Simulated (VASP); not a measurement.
Here is the system:

```
BeHg3Se4
1.0
    5.98108     0.00000     0.00000
    0.00000     5.98108     0.00000
    0.00000     0.00000     5.98108
Hg Se Be
3 4 1
Direct
  0.00000   0.00000   0.00000
  0.50000   0.50000   0.00000
  0.50000   0.00000   0.50000
  0.22015   0.27985   0.27985
  0.77985   0.72015   0.27985
  0.77985   0.27985   0.72015
  0.22015   0.72015   0.72015
  0.00000   0.50000   0.50000
```

Method: PBE GGA, VASP's PBE PAW potentials (set 64) (plane waves; VASP). Numerical set-up: 400 eV cut-off, Gaussian smearing of 0.050 eV, potentials Hg Se Be.

Unless said otherwise, spin-orbit coupling is left out, though it shifts the bands of the heavy elements here.

Task: Estimate the band gap (along the path) with the smallest direct gap where there is one.

Result: 
```yaml
band gap (along the path): none (metal, semimetal or under 0.01 eV)
```

Only differences to runs with the same potentials and settings are physical.

The structure was generated: BeHg3Se4 was put into an ordered model structure (P-43m), which need not be its known phase. It was relaxed first, which changed the volume by +7 %.
